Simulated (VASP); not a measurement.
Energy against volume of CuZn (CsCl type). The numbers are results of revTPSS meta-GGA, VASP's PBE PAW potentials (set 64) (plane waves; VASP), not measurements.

| V (Å³/atom) | E (eV/atom) |
|---|---|
| 11.378 | 2.16362 |
| 11.741 | 2.14141 |
| 12.104 | 2.13123 |
| 12.467 | 2.13125 |
| 12.830 | 2.13958 |

Q: Fit a third-order Birch-Murnaghan equation of state.

A: 
```json
{
  "volume_per_atom": "12.28 Å³/atom",
  "bulk_modulus": "137 GPa",
  "pressure_derivative_of_the_bulk_modulus": "5.16",
  "lattice_constant_a": "2.907 Å"
}
```

Measured: bulk modulus 116 GPa (computed value off by +18.2 %), as given by Niraj K. Nepal et al., Physical Review B (2020), arXiv:2007.11150; a 2.958 Å (computed value off by -1.7 %), as given by First-Principles Study on the Electrical and Thermal Conductivities of Cu–Zn Binary Alloys. The calculation is for a static lattice, while the measured bulk modulus, a hold thermal and zero-point effects, which are part of the difference.

The compound is CuZn in the CsCl type structure. It was relaxed first.
